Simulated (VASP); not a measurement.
# HfB2: structure and properties in VASP, part 3 of 5

Aim: relax HfB2, then compute properties on the relaxed cell. The start is a cell from a database of measured crystal structures.

VASP 6.6.1; r2SCAN with rVV10; plane waves and PAW (Hf_pv, B).

So far. Step 3 (Density, ELF and potential (r2SCAN + rVV10)): In this run the pressure is 0.01 GPa, small enough to go on. Step 4 (Band structure (r2SCAN + rVV10)): There is no gap at this level.

### Step 5. Total and projected DOS (r2SCAN + rVV10)

A density of states needs more k-points than a total energy; ISMEAR = -5 takes tetrahedra, and LORBIT projects the states on the PAW spheres. The mesh is finer than in the run before.

INCAR

```
SYSTEM = HfB2
PREC = Accurate
ENCUT = 420
EDIFF = 1E-06
NELM = 100
ISMEAR = -5
SIGMA = 0.05
LREAL = .FALSE.
ALGO = Normal
METAGGA = R2SCAN
LUSE_VDW = .TRUE.
IVDW_NL = 2
BPARAM = 11.95
CPARAM = 0.0093
LASPH = .TRUE.
NBANDS = 21
LORBIT = 11
LWAVE = .FALSE.
LCHARG = .FALSE.
KPAR = 2
NEDOS = 2001
```

POSCAR

```
HfB2
1.0
    3.1296949394      0.0000000000      0.0000000000
   -1.5648474697      2.7103953236      0.0000000000
    0.0000000000      0.0000000000      3.4765779959
Hf B
1 2
Direct
    0.0000000000      0.0000000000      0.0000000000
    0.3333333333      0.6666666667      0.5000000000
    0.6666666667      0.3333333333      0.5000000000
```

KPOINTS

```
Automatic mesh
0
Gamma
14 14 11
0 0 0
```

Potentials, in the order of the species: Hf_pv and B (PBE family, release 64).

Launch:

```sh
$ mpirun -np 2 vasp_std
```

The program printed:

```text
[... set-up lines as in an earlier step ...]
 entering main loop
       N       E                     dE             d eps       ncg     rms          rms(c)
Total rVV10 correction in eV:      0.1603262    17.5557970
Total rVV10 correction in eV:      0.1603262    17.5557970
DAV:   1    -0.767019875124E+01   -0.76702E+01   -0.65728E+03  6088   0.633E+02
DAV:   2    -0.664866858934E+02   -0.58816E+02   -0.55639E+02  7465   0.178E+02
DAV:   3    -0.680082421685E+02   -0.15216E+01   -0.15109E+01  7297   0.207E+01
DAV:   4    -0.680118527235E+02   -0.36106E-02   -0.36112E-02  6568   0.119E+00
DAV:   5    -0.680118606306E+02   -0.79071E-05   -0.79113E-05  6992   0.511E-02    0.582E+01
Total rVV10 correction in eV:      0.1603097    17.5557972
Total rVV10 correction in eV:      0.1603097    17.5557972
DAV:   6    -0.629672761074E+02    0.50446E+01   -0.11530E+00  6358   0.935E+00    0.398E+01
Total rVV10 correction in eV:      0.1596716    17.5557972
Total rVV10 correction in eV:      0.1596716    17.5557972
DAV:   7    -0.629942766919E+02   -0.27001E-01   -0.55850E-01  6803   0.578E+00    0.783E+00
Total rVV10 correction in eV:      0.1591608    17.5557972
Total rVV10 correction in eV:      0.1591608    17.5557972
DAV:   8    -0.629272653767E+02    0.67011E-01   -0.87720E-02  6393   0.258E+00    0.493E-01
Total rVV10 correction in eV:      0.1594856    17.5557972
Total rVV10 correction in eV:      0.1594856    17.5557972
DAV:   9    -0.629269315760E+02    0.33380E-03   -0.77809E-03  6558   0.570E-01    0.248E-01
Total rVV10 correction in eV:      0.1595451    17.5557972
Total rVV10 correction in eV:      0.1595451    17.5557972
DAV:  10    -0.629270336066E+02   -0.10203E-03   -0.19002E-04  6954   0.816E-02    0.151E-01
Total rVV10 correction in eV:      0.1595869    17.5557972
Total rVV10 correction in eV:      0.1595869    17.5557972
DAV:  11    -0.629270597161E+02   -0.26109E-04   -0.40424E-05  6498   0.428E-02    0.737E-02
Total rVV10 correction in eV:      0.1595780    17.5557972
Total rVV10 correction in eV:      0.1595780    17.5557972
DAV:  12    -0.629270604341E+02   -0.71805E-06   -0.11551E-06  6327   0.778E-03
Total rVV10 correction in eV:      0.1595794    17.5557972
Total rVV10 correction in eV:      0.1595794    17.5557972
Total rVV10 correction in eV:      0.1595763    17.5557972
Total rVV10 correction in eV:      0.1595763    17.5557972
   1 F= -.62927060E+02 E0= -.62927060E+02  d E =0.000000E+00
 -----------------------------------------------------------------------------
|                                                                             |
|           W    W    AA    RRRRR   N    N  II  N    N   GGGG   !!!           |
|           W    W   A  A   R    R  NN   N  II  NN   N  G    G  !!!           |
|           W    W  A    A  R    R  N N  N  II  N N  N  G       !!!           |
|           W WW W  AAAAAA  RRRRR   N  N N  II  N  N N  G  GGG   !            |
|           WW  WW  A    A  R   R   N   NN  II  N   NN  G    G                |
|           W    W  A    A  R    R  N    N  II  N    N   GGGG   !!!           |
|                                                                             |
|     Tetrahedron method does not include variations of the Fermi             |
|     occupations, so forces and stress will be inaccurate. We suggest        |
|     using a different smearing scheme ISMEAR = 1 or 2 for metals in         |
|     relaxations.                                                            |
|                                                                             |
 -----------------------------------------------------------------------------
```

Elapsed: 1.8 min, on 2 MPI ranks of AMD EPYC 7R13 (Zen 3), shared host; peak memory 0.46 GiB; 3.5 min of CPU time.

OUTCAR, selected parts (step 5):

```text
   k-points           NKPTS =    144   k-points in BZ     NKDIM =    144   number of bands    NBANDS=     21

   NELECT =      16.0000    total number of electrons

 E-fermi :   7.9724

 k-point     1 :       0.0000    0.0000    0.0000
  band No.  band energies     occupation
    ...
      4      -6.9604      2.00000
      5       4.6216      2.00000
      6       4.6713      2.00000
      7       4.7175      2.00000
      8       4.7175      2.00000
      9      12.0508      0.00000
     10      12.0508      0.00000
     11      12.7375      0.00000
     12      12.7375      0.00000
     13      12.9605      0.00000
    ...

  Total        0.0482066      0.0482066     -0.1060245      0.0000000     -0.0000000     -0.0000000
  in kB        2.6189715      2.6189715     -5.7601022      0.0000000     -0.0000000     -0.0000000
  external PRESSURE =      -0.1740530 kB  Pullay stress =       0.0000000 kB

 POSITION                                       TOTAL-FORCE (eV/Angst)
 -----------------------------------------------------------------------------------
      0.00000      0.00000      0.00000         0.000000      0.000000      0.000000
     -0.00000      1.80693      1.73829         0.000000     -0.000000      0.000000
      1.56485      0.90347      1.73829        -0.000000      0.000000     -0.000000
 -----------------------------------------------------------------------------------
    total drift:                               -0.000000      0.000000      0.000000

  FREE ENERGIE OF THE ION-ELECTRON SYSTEM (eV)
  ---------------------------------------------------
  free  energy   TOTEN  =       -62.9270604341 eV

  energy  without entropy=      -62.9270604341  energy(sigma->0) =      -62.92706043

[... 6 parts as in an earlier step ...]

[... 10 further parts left out ...]
```

With tetrahedra the forces and stress of a metal are not exact derivatives of the energy.

Numbers from this step:

```yaml
scf_cycles: 12
irreducible_k_points: 144
free_energy_toten: -62.9271 eV
fermi_energy: 7.972 eV
pressure: -0.01741 GPa
dos_at_the_fermi_level: 0.2513 states/eV/cell
```

The density of states has structure finer than the step of the table below, so its rows give means over 1 eV, whole bins alone (the curve runs from -12.0 to 7.35 eV). Peaks (eV: height): total -4.2: 3.01, -3.3: 1.66, 4.9: 1.89, 6.8: 2.12; Hf d -4.2: 0.632, -3.3: 0.410, 4.9: 1.09, 6.8: 0.933; B p -4.2: 1.06, -3.4: 0.52, 6.8: 0.346; Hf p -4.2: 0.344, -3.4: 0.259, 6.8: 0.0995; B s -11.3: 0.354, -9.3: 0.219, 6.8: 0.159.

States under -12.0 eV and over 7.3 eV are left out. The density of states by energy, zero at the Fermi level; means over each step; values in states/eV/cell:

| energy (eV) | total | Hf d | B p | Hf p | B s | Hf s |
| --- | --- | --- | --- | --- | --- | --- |
| -11 | 0.662 | 0.0650 | 0.0690 | 0.0326 | 0.266 | 0.0173 |
| -10 | 0.247 | 0.0186 | 0.0371 | 0.0179 | 0.0887 | 0.00671 |
| -9 | 0.591 | 0.0531 | 0.126 | 0.0370 | 0.168 | 0.0174 |
| -8 | 0.569 | 0.0555 | 0.145 | 0.0327 | 0.117 | 0.0302 |
| -7 | 0.656 | 0.0727 | 0.200 | 0.0374 | 0.0741 | 0.0487 |
| -6 | 0.947 | 0.115 | 0.358 | 0.0708 | 0.0497 | 0.0459 |
| -5 | 1.21 | 0.198 | 0.457 | 0.103 | 0.0385 | 0.0349 |
| -4 | 1.72 | 0.354 | 0.619 | 0.193 | 0.0151 | 0.0145 |
| -3 | 1.16 | 0.367 | 0.309 | 0.113 | 0.00474 | 0.00263 |
| -2 | 0.716 | 0.324 | 0.125 | 0.0193 | 0.00175 | 0.00446 |
| -1 | 0.281 | 0.142 | 0.0407 | 0.00456 | 4.5e-4 | 0.00125 |
| 0 | 0.255 | 0.126 | 0.0428 | 0.00379 | 5.8e-4 | 9.4e-4 |
| 1 | 0.770 | 0.349 | 0.143 | 0.0191 | 0.0125 | 0.00461 |
| 2 | 0.984 | 0.469 | 0.158 | 0.0254 | 0.0301 | 0.00996 |
| 3 | 1.14 | 0.632 | 0.137 | 0.0322 | 0.0345 | 0.0119 |
| 4 | 1.34 | 0.754 | 0.162 | 0.0447 | 0.0484 | 0.0257 |
| 5 | 1.71 | 0.978 | 0.176 | 0.0692 | 0.0938 | 0.0466 |
| 6 | 1.48 | 0.766 | 0.190 | 0.0568 | 0.101 | 0.0598 |

The finer mesh and the other smearing move the Fermi level by +0.34 eV from the 10×10×8 run, one measure of the sampling error in the zero of the bands above. Of the states within 0.3 eV of the Fermi level, the largest shares in the PAW spheres are Hf d 50 % and B p 17 %. The rest lies in smaller channels or between the spheres.

### Step 6. Volume scan with r2SCAN + rVV10

An equation of state needs energies on both sides of the minimum, all on one mesh and cutoff.

INCAR, as its differences from that of step 5:

```diff
@@ -5,3 +5,3 @@
 NELM = 100
-ISMEAR = -5
+ISMEAR = 0
 SIGMA = 0.05
@@ -15,3 +15,3 @@
 LASPH = .TRUE.
-NBANDS = 21
+NBANDS = 14
 LORBIT = 11
@@ -20,2 +20,2 @@
 KPAR = 2
-NEDOS = 2001
+ISIF = 2
```

POSCAR

```
HfB2
1.0
    3.0658056872      0.0000000000      0.0000000000
   -1.5329028436      2.6550656081      0.0000000000
    0.0000000000      0.0000000000      3.4056075106
Hf B
1 2
Direct
    0.0000000000      0.0000000000      0.0000000000
    0.3333333333      0.6666666667      0.5000000000
    0.6666666667      0.3333333333      0.5000000000
```

KPOINTS

```
Automatic mesh
0
Gamma
10 10 8
0 0 0
```

Launch:

```sh
$ mpirun -np 2 vasp_std
```

The program printed:

```text
[... set-up lines as in an earlier step ...]
 entering main loop
       N       E                     dE             d eps       ncg     rms          rms(c)
Total rVV10 correction in eV:      0.1503882    17.5557970
Total rVV10 correction in eV:      0.1503882    17.5557970
DAV:   1    -0.154752968962E+02   -0.15475E+02   -0.75044E+03  1960   0.961E+02
DAV:   2    -0.666245879943E+02   -0.51149E+02   -0.48270E+02  2550   0.213E+02
DAV:   3    -0.679623313242E+02   -0.13377E+01   -0.13320E+01  2590   0.262E+01
DAV:   4    -0.679683267984E+02   -0.59955E-02   -0.59945E-02  2296   0.219E+00
DAV:   5    -0.679683678935E+02   -0.41095E-04   -0.41093E-04  2644   0.154E-01    0.644E+01
Total rVV10 correction in eV:      0.1507578    17.5557969
Total rVV10 correction in eV:      0.1507578    17.5557969
DAV:   6    -0.628816727427E+02    0.50867E+01   -0.31957E+00  2422   0.145E+01    0.435E+01
Total rVV10 correction in eV:      0.1507783    17.5557969
Total rVV10 correction in eV:      0.1507783    17.5557969
DAV:   7    -0.629044787833E+02   -0.22806E-01   -0.12648E+00  2464   0.894E+00    0.918E+00
Total rVV10 correction in eV:      0.1504887    17.5557969
Total rVV10 correction in eV:      0.1504887    17.5557969
DAV:   8    -0.628267601613E+02    0.77719E-01   -0.28732E-01  2302   0.425E+00    0.241E+00
Total rVV10 correction in eV:      0.1507418    17.5557969
Total rVV10 correction in eV:      0.1507418    17.5557969
DAV:   9    -0.628255841735E+02    0.11760E-02   -0.14421E-02  2362   0.103E+00    0.302E-01
Total rVV10 correction in eV:      0.1508070    17.5557969
Total rVV10 correction in eV:      0.1508070    17.5557969
DAV:  10    -0.628257547062E+02   -0.17053E-03   -0.33936E-04  2410   0.151E-01    0.111E-01
Total rVV10 correction in eV:      0.1508414    17.5557969
Total rVV10 correction in eV:      0.1508414    17.5557969
DAV:  11    -0.628257818208E+02   -0.27115E-04   -0.32321E-05  2482   0.543E-02    0.513E-02
Total rVV10 correction in eV:      0.1508329    17.5557969
Total rVV10 correction in eV:      0.1508329    17.5557969
DAV:  12    -0.628257808313E+02    0.98953E-06   -0.12328E-06  1848   0.984E-03
Total rVV10 correction in eV:      0.1508333    17.5557969
Total rVV10 correction in eV:      0.1508333    17.5557969
Total rVV10 correction in eV:      0.1508321    17.5557969
Total rVV10 correction in eV:      0.1508321    17.5557969
   1 F= -.62825781E+02 E0= -.62825393E+02  d E =-.775222E-03
```

The job ended after 33 s (2 MPI ranks; peak memory 0.34 GiB; 64 s of CPU time).

From OUTCAR (step 6):

```text
   ENCUT  =  420.0 eV  30.87 Ry    5.56 a.u.   5.12  5.12  5.69*2*pi/ulx,y,z

   NELECT =      16.0000    total number of electrons

 E-fermi :   8.1065

 k-point     1 :       0.0000    0.0000    0.0000
  band No.  band energies     occupation
    ...
      4      -6.8300      2.00000
      5       4.9463      2.00000
      6       5.0753      2.00000
      7       5.0753      2.00000
      8       5.1932      2.00000
      9      12.8661      0.00000
     10      12.8661      0.00000
     11      13.5825      0.00000
     12      13.5825      0.00000
     13      13.7632      0.00000
    ...

  Total        3.3164249      3.3164249      2.9760884      0.0000000      0.0000000      0.0000000
  in kB      191.6753513    191.6753513    172.0053403      0.0000000      0.0000000      0.0000000
  external PRESSURE =     185.1186809 kB  Pullay stress =       0.0000000 kB

 POSITION                                       TOTAL-FORCE (eV/Angst)
 -----------------------------------------------------------------------------------
      0.00000      0.00000      0.00000         0.000000      0.000000     -0.000000
     -0.00000      1.77004      1.70280         0.000000     -0.000000     -0.000000
      1.53290      0.88502      1.70280        -0.000000      0.000000      0.000000
 -----------------------------------------------------------------------------------
    total drift:                               -0.000000      0.000000      0.000000

  FREE ENERGIE OF THE ION-ELECTRON SYSTEM (eV)
  ---------------------------------------------------
  free  energy   TOTEN  =       -62.8257808313 eV

  energy  without entropy=      -62.8250056090  energy(sigma->0) =      -62.82539322

[... 3 parts as in an earlier step ...]

[... 13 further parts left out ...]
```

The scan keeps the cell's shape and the fractional positions fixed.

This step gave:

- bands: 14
- irreducible k-points: 70
- free energy (TOTEN): -62.8258 eV
- energy at zero smearing: -62.8254 eV
- Fermi energy: 8.107 eV
- pressure: 18.51 GPa

The pressure here is 18.51 GPa.

### Step 7. Volume scan with r2SCAN + rVV10 (run 2)

INCAR is that of step 6.

POSCAR

```
HfB2
1.0
    3.0873965794      0.0000000000      0.0000000000
   -1.5436982897      2.6737638693      0.0000000000
    0.0000000000      0.0000000000      3.4295914523
Hf B
1 2
Direct
    0.0000000000      0.0000000000      0.0000000000
    0.3333333333      0.6666666667      0.5000000000
    0.6666666667      0.3333333333      0.5000000000
```

KPOINTS is that of step 6.

Launch:

```sh
$ mpirun -np 2 vasp_std
```

The program printed:

```text
[... set-up lines as in an earlier step ...]
 entering main loop
       N       E                     dE             d eps       ncg     rms          rms(c)
Total rVV10 correction in eV:      0.1537390    17.5557970
Total rVV10 correction in eV:      0.1537390    17.5557970
DAV:   1    -0.156388016925E+02   -0.15639E+02   -0.74278E+03  1968   0.958E+02
DAV:   2    -0.666614257027E+02   -0.51023E+02   -0.47957E+02  2506   0.211E+02
DAV:   3    -0.679936842093E+02   -0.13323E+01   -0.13252E+01  2620   0.262E+01
DAV:   4    -0.680001875567E+02   -0.65033E-02   -0.65029E-02  2248   0.222E+00
DAV:   5    -0.680002315517E+02   -0.43995E-04   -0.43994E-04  2608   0.159E-01    0.622E+01
Total rVV10 correction in eV:      0.1539799    17.5557971
Total rVV10 correction in eV:      0.1539799    17.5557971
DAV:   6    -0.629312579782E+02    0.50690E+01   -0.31751E+00  2440   0.143E+01    0.420E+01
Total rVV10 correction in eV:      0.1537550    17.5557971
Total rVV10 correction in eV:      0.1537550    17.5557971
DAV:   7    -0.629582921275E+02   -0.27034E-01   -0.12611E+00  2470   0.881E+00    0.919E+00
Total rVV10 correction in eV:      0.1534261    17.5557971
Total rVV10 correction in eV:      0.1534261    17.5557971
DAV:   8    -0.628828139488E+02    0.75478E-01   -0.28635E-01  2308   0.419E+00    0.245E+00
Total rVV10 correction in eV:      0.1536979    17.5557971
Total rVV10 correction in eV:      0.1536979    17.5557971
DAV:   9    -0.628814756338E+02    0.13383E-02   -0.14737E-02  2380   0.103E+00    0.326E-01
Total rVV10 correction in eV:      0.1537645    17.5557971
Total rVV10 correction in eV:      0.1537645    17.5557971
DAV:  10    -0.628816455497E+02   -0.16992E-03   -0.37098E-04  2416   0.156E-01    0.113E-01
Total rVV10 correction in eV:      0.1537974    17.5557971
Total rVV10 correction in eV:      0.1537974    17.5557971
DAV:  11    -0.628816636612E+02   -0.18111E-04   -0.33091E-05  2452   0.542E-02    0.548E-02
Total rVV10 correction in eV:      0.1537877    17.5557971
Total rVV10 correction in eV:      0.1537877    17.5557971
DAV:  12    -0.628816630596E+02    0.60151E-06   -0.14388E-06  1922   0.105E-02
Total rVV10 correction in eV:      0.1537882    17.5557971
Total rVV10 correction in eV:      0.1537882    17.5557971
Total rVV10 correction in eV:      0.1537870    17.5557971
Total rVV10 correction in eV:      0.1537870    17.5557971
   1 F= -.62881663E+02 E0= -.62881267E+02  d E =-.792939E-03
```

It took 45 s on 2 MPI ranks; peak memory 0.38 GiB.

OUTCAR, selected parts (step 7):

```text
   ENCUT  =  420.0 eV  30.87 Ry    5.56 a.u.   5.16  5.16  5.73*2*pi/ulx,y,z

   NELECT =      16.0000    total number of electrons

 E-fermi :   7.9442

 k-point     1 :       0.0000    0.0000    0.0000
  band No.  band energies     occupation
    ...
      4      -6.8755      2.00000
      5       4.8338      2.00000
      6       4.9533      2.00000
      7       4.9533      2.00000
      8       5.0117      2.00000
      9      12.5851      0.00000
     10      12.5851      0.00000
     11      13.2903      0.00000
     12      13.2903      0.00000
     13      13.4970      0.00000
    ...

  Total        2.1485855      2.1485855      1.9189198      0.0000000      0.0000000     -0.0000000
  in kB      121.5921022    121.5921022    108.5949293      0.0000000      0.0000000     -0.0000000
  external PRESSURE =     117.2597113 kB  Pullay stress =       0.0000000 kB

 POSITION                                       TOTAL-FORCE (eV/Angst)
 -----------------------------------------------------------------------------------
      0.00000      0.00000      0.00000        -0.000000     -0.000000     -0.000000
     -0.00000      1.78251      1.71480        -0.000000      0.000000     -0.000000
      1.54370      0.89125      1.71480         0.000000     -0.000000      0.000000
 -----------------------------------------------------------------------------------
    total drift:                               -0.000000      0.000000      0.000000

  FREE ENERGIE OF THE ION-ELECTRON SYSTEM (eV)
  ---------------------------------------------------
  free  energy   TOTEN  =       -62.8816630596 eV

  energy  without entropy=      -62.8808701208  energy(sigma->0) =      -62.88126659

[... 4 parts as in an earlier step ...]

[... 12 further parts left out ...]
```

Numbers from this step:

* free energy (TOTEN): -62.8817 eV
* energy at zero smearing: -62.8813 eV
* Fermi energy: 7.944 eV
* pressure: 11.73 GPa

The pressure falls from 18.51 to 11.73 GPa.

The run ends at a pressure of 11.73 GPa.

(Continued in part 4 of 5.)

[Lines on the potential files, build, host, timing and source positions are cut from VASP's logs without a mark.]

[Logs are printed without paths, hosts, clocks, repeated set-up lines and the standing remarks that a program may print on its own settings, such as how far it seeks lower states.]

[Hosts, paths, dates, database ids (printed as entryN), source tags and the programs' standing remarks are cut or masked in the printed files.]

[A measured line is paired with the nearest computed mode of its activity, which favours agreement.]
